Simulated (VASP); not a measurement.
# WSe2: input slips in a relaxation and what they do

Some relaxations of WSe2 get a fault in the input on purpose. Which of them show, and how? The starting structure is a measured crystal structure from the Crystallography Open Database. The first relaxation on each setting starts from this cell expanded by 3 % in volume.

Method: Kohn-Sham DFT with plane waves and PAW; PBEsol, in VASP 6.6.1.

The database entry behind the starting cell differs from later determinations by our own check (a about 0.2 % long), so it need not match the best structure at ambient conditions.

## 1. The starting structure

It takes space group P6_3/mmc (No. 194, hexagonal). The conventional cell has a = 3.290 Å, b = 3.290 Å, c = 12.970 Å, α = 90.00°, β = 90.00°, γ = 120.00°. Nearest to W lie 6 Se at 2.53 Å. Se has 3 W at 2.53 Å nearest. Farther neighbours and most contacts between anions are not listed.

## 2. Reference relaxation

File INCAR:

```
SYSTEM = WSe2
PREC = Accurate
ENCUT = 450
EDIFF = 1E-06
NELM = 100
ISMEAR = 0
SIGMA = 0.03
LREAL = .FALSE.
ALGO = Normal
GGA = PS
NBANDS = 24
LORBIT = 11
LWAVE = .FALSE.
LCHARG = .FALSE.
KPAR = 4
IBRION = 2
NSW = 50
ISIF = 3
EDIFFG = -0.004
```

File POSCAR:

```
WSe2
1.0
    3.3225763760      0.0000000000      0.0000000000
   -1.6612881880      2.8774355477      0.0000000000
    0.0000000000      0.0000000000     13.0984241936
W Se
2 4
Direct
    0.6666666667      0.3333333333      0.7500000000
    0.3333333333      0.6666666667      0.2500000000
    0.6666666667      0.3333333333      0.3790000000
    0.3333333333      0.6666666667      0.8790000000
    0.6666666667      0.3333333333      0.1210000000
    0.3333333333      0.6666666667      0.6210000000
```

File KPOINTS:

```
Automatic mesh
0
Gamma
8 8 2
0 0 0
```

The projector-augmented-wave data sets are W and Se (PBE family, release 64).

Run with:

```console
$ mpirun -np 4 vasp_std
```

Output:

```text
[banner, memory and clock lines left out]
running    4 mpi-ranks, on    1 nodes
 distrk:  each k-point on    1 cores,    4 groups
 distr:  one band on    1 cores,    1 groups

 POSCAR found type information on POSCAR W Se
 POSCAR found :  2 types and       6 ions
|                                                                             |
|               ----> ADVICE to this user running VASP <----                  |
|                                                                             |
|     You enforced a specific xc type in the INCAR file but a different       |
|     [... a line on the potential file left out ...]
|     I HOPE YOU KNOW WHAT YOU ARE DOING!                                     |
|                                                                             |

 LDA part: xc-table for (Slater+PW92), standard interpolation
 POSCAR, INCAR and KPOINTS ok, starting setup
 FFT: planning ... GRIDC
 FFT: planning ... GRID_SOFT
 FFT: planning ... GRID
 WAVECAR not read
 entering main loop
       N       E                     dE             d eps       ncg     rms          rms(c)
DAV:   1     0.164981207709E+03    0.16498E+03   -0.14323E+04   960   0.116E+03
DAV:   2    -0.348164856907E+02   -0.19980E+03   -0.19160E+03  1344   0.245E+02
DAV:   3    -0.485130329563E+02   -0.13697E+02   -0.13579E+02  1288   0.639E+01
DAV:   4    -0.487804670748E+02   -0.26743E+00   -0.26680E+00  1296   0.939E+00
DAV:   5    -0.487849199682E+02   -0.44529E-02   -0.44496E-02  1320   0.108E+00    0.304E+01
DAV:   6    -0.470748718710E+02    0.17100E+01   -0.91033E+00  1392   0.140E+01    0.115E+01
DAV:   7    -0.468020277947E+02    0.27284E+00   -0.48498E+00  1304   0.110E+01    0.796E+00
DAV:   8    -0.465779293936E+02    0.22410E+00   -0.72413E-01  1336   0.492E+00    0.661E-01
DAV:   9    -0.465768937970E+02    0.10356E-02   -0.63951E-02  1328   0.133E+00    0.435E-01
DAV:  10    -0.465762105284E+02    0.68327E-03   -0.49430E-03  1216   0.400E-01    0.268E-01
DAV:  11    -0.465761477328E+02    0.62796E-04   -0.87822E-04  1224   0.149E-01    0.166E-01
DAV:  12    -0.465761422252E+02    0.55075E-05   -0.29917E-04  1328   0.923E-02    0.385E-02
DAV:  13    -0.465761444922E+02   -0.22670E-05   -0.16604E-05  1256   0.233E-02    0.114E-02
DAV:  14    -0.465761444159E+02    0.76332E-07   -0.14147E-06   856   0.724E-03
   1 F= -.46576144E+02 E0= -.46576144E+02  d E =-.465761E+02
[... from here on, the cycles between the ionic steps are left out ...]
   2 F= -.46252808E+02 E0= -.46252808E+02  d E =0.323336E+00
   3 F= -.46660062E+02 E0= -.46660062E+02  d E =-.839174E-01
   4 F= -.46660119E+02 E0= -.46660119E+02  d E =-.839744E-01
   5 F= -.46666409E+02 E0= -.46666409E+02  d E =-.629031E-02
   6 F= -.46666439E+02 E0= -.46666439E+02  d E =-.632014E-02
   7 F= -.46666722E+02 E0= -.46666722E+02  d E =-.282886E-03
   8 F= -.46667382E+02 E0= -.46667382E+02  d E =-.942859E-03
   9 F= -.46667868E+02 E0= -.46667868E+02  d E =-.142935E-02
  10 F= -.46667935E+02 E0= -.46667935E+02  d E =-.670897E-04
  11 F= -.46668127E+02 E0= -.46668127E+02  d E =-.259115E-03
  12 F= -.46668420E+02 E0= -.46668420E+02  d E =-.551880E-03
  13 F= -.46668646E+02 E0= -.46668646E+02  d E =-.777568E-03
  14 F= -.46668646E+02 E0= -.46668646E+02  d E =-.777498E-03
  15 F= -.46668643E+02 E0= -.46668643E+02  d E =-.774652E-03
  16 F= -.46668647E+02 E0= -.46668647E+02  d E =-.431145E-05
  17 F= -.46668653E+02 E0= -.46668653E+02  d E =-.104624E-04
  18 F= -.46668653E+02 E0= -.46668653E+02  d E =-.104382E-04
  19 F= -.46668654E+02 E0= -.46668654E+02  d E =-.106015E-04
  20 F= -.46668654E+02 E0= -.46668654E+02  d E =-.106271E-04
  21 F= -.46668656E+02 E0= -.46668656E+02  d E =-.213350E-05
 ZBRENT: can't locate minimum, use default step
 trial-energy change:   -0.000002  1 .order   -0.000002   -0.000002   -0.000002
 step:   0.7687(harm=  0.7687)  dis= 0.00006  next Energy=   -46.668664 (dE=-0.995E-05)
 bond charge predicted
       N       E                     dE             d eps       ncg     rms          rms(c)
DAV:   1    -0.466686646871E+02   -0.83619E-05   -0.29895E-04   992   0.912E-02    0.191E-02
DAV:   2    -0.466686586576E+02    0.60296E-05   -0.15861E-05  1216   0.218E-02    0.137E-02
DAV:   3    -0.466686564936E+02    0.21640E-05   -0.47613E-06  1016   0.118E-02    0.264E-03
DAV:   4    -0.466686560188E+02    0.47473E-06   -0.73886E-07   480   0.443E-03
  22 F= -.46668656E+02 E0= -.46668656E+02  d E =-.242735E-05
 curvature:  -0.81 expect dE=-0.473E-06 dE for cont linesearch -0.407E-06
 trial: gam= 0.00000 g(F)=  0.160E-06 g(S)=  0.420E-06 ort =-0.291E-05 (trialstep = 0.307E+00)
 search vector abs. value=  0.581E-06
 reached required accuracy - stopping structural energy minimisation
```

Wall time 4.6 min (4 MPI ranks of Intel Xeon Platinum 8375C at 2.90GHz (Ice Lake), shared host); peak memory 1 GiB.

Lines that name or quote the potential files are left out of all logs, and their timing lines are given in words.

OUTCAR, selected parts (step 2):

```text
ion  position               nearest neighbor table
   1  0.667  0.333  0.750-   4 2.56   6 2.56   4 2.56   6 2.56   4 2.56   6 2.56
   2  0.333  0.667  0.250-   3 2.56   5 2.56   3 2.56   5 2.56   3 2.56   5 2.56
   3  0.667  0.333  0.379-   2 2.56   2 2.56   2 2.56
   4  0.333  0.667  0.879-   1 2.56   1 2.56   1 2.56
   5  0.667  0.333  0.121-   2 2.56   2 2.56   2 2.56
   6  0.333  0.667  0.621-   1 2.56   1 2.56   1 2.56

  LATTYP: Found a hexagonal cell.
 ALAT       =     3.3225763760
 C/A-ratio  =     3.9422492401

 Subroutine GETGRP returns: Found 24 space group operations
 (whereof 12 operations were pure point group operations)

The static configuration has the point symmetry D_3d.
 The point group associated with its full space group is D_6h.

 Found     20 irreducible k-points:

   k-points           NKPTS =     20   k-points in BZ     NKDIM =     20   number of bands    NBANDS=     24

   dimension x,y,z NGX =    24 NGY =   24 NGZ =   96
   dimension x,y,z NGXF=    48 NGYF=   48 NGZF=  192

   ENCUT  =  450.0 eV  33.07 Ry    5.75 a.u.   5.75  5.75 22.66*2*pi/ulx,y,z

   NELECT =      36.0000    total number of electrons

 k-points in reciprocal lattice and weights: Automatic mesh
   0.00000000  0.00000000  0.00000000       0.008
   0.12500000 -0.00000000  0.00000000       0.047
   0.25000000 -0.00000000  0.00000000       0.047
   0.37500000  0.00000000  0.00000000       0.047
   0.50000000 -0.00000000  0.00000000       0.023
   0.12500000  0.12500000  0.00000000       0.047
   0.25000000  0.12500000  0.00000000       0.094
   0.37500000  0.12500000  0.00000000       0.094
   0.25000000  0.25000000  0.00000000       0.047
[...]
0.25000000  0.25000000  0.50000000       0.047
   0.37500000  0.25000000  0.50000000       0.047

 average (electrostatic) potential at core
       1 -40.5264       2 -40.5264       3 -53.2566       4 -53.2566       5 -53.2566
       6 -53.2566

 E-fermi :   5.1787

 k-point     1 :       0.0000    0.0000    0.0000
  band No.  band energies     occupation
    ...
     14       3.6432      2.00000
     15       3.6432      2.00000
     16       3.8521      2.00000
     17       3.9188      2.00000
     18       5.0127      2.00000
     19       7.8353      0.00000
     20       7.8353      0.00000
     21       7.8769      0.00000
     22       7.8769      0.00000
     23       7.9555      0.00000
    ...

 k-point     2 :       0.1250   -0.0000    0.0000
  band No.  band energies     occupation
    ...
     14       3.2683      2.00000
     15       3.4579      2.00000
     16       3.9658      2.00000
     17       4.1521      2.00000
     18       4.6740      2.00000
     19       7.1192      0.00000
     20       7.4183      0.00000
     21       7.5460      0.00000
     22       7.5908      0.00000
     23       7.6381      0.00000
    ...

 k-point     3 :       0.2500   -0.0000    0.0000
  band No.  band energies     occupation
    ...
     14       3.2246      2.00000
     15       3.2908      2.00000
     16       3.5510      2.00000
     17       3.7183      2.00000
     18       3.8491      2.00000
     19       6.3924      0.00000
     20       7.1714      0.00000
     21       7.3074      0.00000
     22       7.3748      0.00000
     23       7.4104      0.00000
    ...

  Total       -0.0047487     -0.0047487      0.0026816     -0.0000000      0.0000000      0.0000000
  in kB       -0.0622282     -0.0622282      0.0351405     -0.0000000      0.0000000      0.0000000
  external PRESSURE =      -0.0297719 kB  Pullay stress =       0.0000000 kB

  energy-cutoff  :      450.00
  volume of cell :      122.26
      direct lattice vectors                 reciprocal lattice vectors
     3.268503379 -0.000000000 -0.000000000     0.305950426  0.176640561  0.000000000
    -1.634251690  2.830606959  0.000000000     0.000000000  0.353281121  0.000000000
    -0.000000000 -0.000000000 13.215034690     0.000000000 -0.000000000  0.075671387

 POSITION                                       TOTAL-FORCE (eV/Angst)
 -----------------------------------------------------------------------------------
      1.63425      0.94354      9.91128        -0.000000     -0.000000      0.000000
     -0.00000      1.88707      3.30376        -0.000000      0.000000      0.000000
      1.63425      0.94354      4.97816        -0.000000     -0.000000      0.000911
     -0.00000      1.88707     11.58568         0.000000     -0.000000      0.000911
      1.63425      0.94354      1.62936        -0.000000     -0.000000     -0.000911
     -0.00000      1.88707      8.23687         0.000000      0.000000     -0.000911
 -----------------------------------------------------------------------------------
    total drift:                               -0.000000      0.000000     -0.000000

  FREE ENERGIE OF THE ION-ELECTRON SYSTEM (eV)
  ---------------------------------------------------
  free  energy   TOTEN  =       -46.6686560188 eV

  energy  without entropy=      -46.6686560188  energy(sigma->0) =      -46.66865602

 reached required accuracy - stopping structural energy minimisation

 total charge
# of ion       s       p       d       tot
------------------------------------------
    1        0.539   0.633   4.240   5.412
    2        0.539   0.633   4.240   5.412
    3        1.477   2.345   0.072   3.894
    4        1.477   2.345   0.072   3.894
    5        1.477   2.345   0.072   3.894
    6        1.477   2.345   0.072   3.894
--------------------------------------------------
tot          6.985  10.647   8.768  26.400

[... 3 further parts left out ...]
```

Logs of long relaxations may skip ionic steps without a mark.

The PAW data sets were made with PBE, which is usual practice but a small mismatch for other functionals. The data set W keeps the semicore shell frozen, which is cheaper and a little less accurate. The run keeps the 24 symmetry operations of its start, so it cannot find a distortion of lower symmetry.

The reference relaxation ends at 20.377 Å³ an atom. Pressures at 0.985 and 1.015 times this volume, from two more relaxations that aren't shown, give a bulk modulus of 24.4 GPa.

## 3. Relaxation with a functional's name that the tag doesn't take

A slip made on purpose: a functional's name that the tag doesn't take. Against step 2 the input has GGA = PBESOL (also changed: NELM).

INCAR: that of step 2 with these lines changed.

```diff
@@ -4,3 +4,3 @@
 EDIFF = 1E-06
-NELM = 100
+NELM = 60
 ISMEAR = 0
@@ -9,3 +9,3 @@
 ALGO = Normal
-GGA = PS
+GGA = PBESOL
 NBANDS = 24
```

POSCAR is that of step 2.

KPOINTS is that of step 2.

Run with:

```console
$ mpirun -np 4 vasp_std
```

Output:

```text
[banner, memory and clock lines left out]
running    4 mpi-ranks, on    1 nodes
[...]
|                                                                             |
|     EEEEEEE  RRRRRR   RRRRRR   OOOOOOO  RRRRRR      ###     ###     ###     |
|     E        R     R  R     R  O     O  R     R     ###     ###     ###     |
|     E        R     R  R     R  O     O  R     R     ###     ###     ###     |
|     EEEEE    RRRRRR   RRRRRR   O     O  RRRRRR       #       #       #      |
|     E        R   R    R   R    O     O  R   R                               |
|     E        R    R   R    R   O     O  R    R      ###     ###     ###     |
|     EEEEEEE  R     R  R     R  OOOOOOO  R     R     ###     ###     ###     |
|                                                                             |
|     Error: One of the selected functionals does not exist.                  |
|                                                                             |
|       ---->  I REFUSE TO CONTINUE WITH THIS SICK JOB ... BYE!!! <----       |
|                                                                             |

1
1
1
1
```

Elapsed: 4 s, on 4 MPI ranks.

VASP stopped with this message: “Error: One of the selected functionals does not exist”.

## 4. Relaxation with the cell held fixed (ISIF = 2)

A slip made on purpose: the cell held fixed (ISIF = 2). Against step 2 the input has ISIF = 2 (also changed: NELM).

INCAR: that of step 3 with these lines changed.

```diff
@@ -9,3 +9,3 @@
 ALGO = Normal
-GGA = PBESOL
+GGA = PS
 NBANDS = 24
@@ -17,3 +17,3 @@
 NSW = 50
-ISIF = 3
+ISIF = 2
 EDIFFG = -0.004
```

POSCAR is that of step 3.

KPOINTS is that of step 3.

Run with:

```console
$ mpirun -np 4 vasp_std
```

Output:

```text
[banner, memory and clock lines left out]
running    4 mpi-ranks, on    1 nodes
[...]
[... a notice as in an earlier step ...]

 LDA part: xc-table for (Slater+PW92), standard interpolation
 POSCAR, INCAR and KPOINTS ok, starting setup
[...]
entering main loop
       N       E                     dE             d eps       ncg     rms          rms(c)
[... 14 cycles as in an earlier step ...]
   1 F= -.46576144E+02 E0= -.46576144E+02  d E =-.465761E+02
[...]
N       E                     dE             d eps       ncg     rms          rms(c)
DAV:   1    -0.466078890954E+02   -0.31745E-01   -0.31765E+00   984   0.842E+00    0.882E-01
DAV:   2    -0.466205287038E+02   -0.12640E-01   -0.17192E-01  1208   0.233E+00    0.101E+00
DAV:   3    -0.466205289143E+02   -0.21050E-06   -0.18014E-03  1216   0.248E-01    0.843E-01
DAV:   4    -0.466202892455E+02    0.23967E-03   -0.13938E-03  1128   0.177E-01    0.118E-01
DAV:   5    -0.466202820305E+02    0.72150E-05   -0.13086E-04  1184   0.673E-02    0.561E-02
DAV:   6    -0.466202707829E+02    0.11248E-04   -0.15731E-05  1192   0.200E-02    0.336E-02
DAV:   7    -0.466202588459E+02    0.11937E-04   -0.43504E-05  1136   0.302E-02    0.741E-03
DAV:   8    -0.466202590745E+02   -0.22859E-06   -0.40517E-06  1112   0.100E-02
   2 F= -.46620259E+02 E0= -.46620259E+02  d E =-.441147E-01
 trial-energy change:   -0.044115  1 .order   -0.043622   -0.074174   -0.013069
 step:   1.2021(harm=  1.2139)  dis= 0.03595  next Energy=   -46.621584 (dE=-0.454E-01)
[...]
N       E                     dE             d eps       ncg     rms          rms(c)
DAV:   1    -0.466210934985E+02   -0.83465E-03   -0.12997E-01   984   0.170E+00    0.169E-01
DAV:   2    -0.466216123962E+02   -0.51890E-03   -0.69951E-03  1208   0.470E-01    0.209E-01
DAV:   3    -0.466216150848E+02   -0.26886E-05   -0.73581E-05  1216   0.502E-02    0.181E-01
DAV:   4    -0.466216107793E+02    0.43055E-05   -0.58524E-05  1144   0.370E-02    0.307E-02
DAV:   5    -0.466216113326E+02   -0.55338E-06   -0.64719E-06  1032   0.143E-02
   3 F= -.46621611E+02 E0= -.46621611E+02  d E =-.454669E-01
[...]
reached required accuracy - stopping structural energy minimisation
```

It took 34 s on 4 MPI ranks; peak memory 0.98 GiB; 2.2 min of CPU time.

From OUTCAR (step 4):

```text
  Total       -2.8294551     -2.8294551      0.0039309      0.0000000      0.0000000     -0.0000000
  in kB      -36.2004331    -36.2004331      0.0502931      0.0000000      0.0000000     -0.0000000
  external PRESSURE =     -24.1168577 kB  Pullay stress =       0.0000000 kB

 POSITION                                       TOTAL-FORCE (eV/Angst)
 -----------------------------------------------------------------------------------
      1.66129      0.95915      9.82382         0.000000     -0.000000     -0.000000
     -0.00000      1.91829      3.27461        -0.000000      0.000000     -0.000000
      1.66129      0.95915      4.92835        -0.000000      0.000000     -0.001400
     -0.00000      1.91829     11.47756         0.000000     -0.000000     -0.001400
      1.66129      0.95915      1.62086        -0.000000      0.000000      0.001400
     -0.00000      1.91829      8.17008         0.000000     -0.000000      0.001400
 -----------------------------------------------------------------------------------
    total drift:                               -0.000000      0.000000     -0.000000

  FREE ENERGIE OF THE ION-ELECTRON SYSTEM (eV)
  ---------------------------------------------------
  free  energy   TOTEN  =       -46.6216113326 eV

  energy  without entropy=      -46.6216113326  energy(sigma->0) =      -46.62161133

[... 2 parts as in an earlier step ...]

[... 2 further parts left out ...]
[key lines of the parts left out:]
E-fermi :   5.0913
```

With the cell held fixed (ISIF = 2) the cell ends at 20.871 Å³ an atom, +2.42 % from the reference, a by +1.7 % and c by -0.9 %.

(Part 1 of 2 ends here.)

[Lines on the potential files, build, host, timing and source positions are cut from VASP's logs without a mark.]

[Logs are printed without paths, hosts, clocks, repeated set-up lines and the standing remarks that a program may print on its own settings, such as how far it seeks lower states.]

[Hosts, paths, dates, database ids (printed as entryN), source tags and the programs' standing remarks are cut or masked in the printed files.]
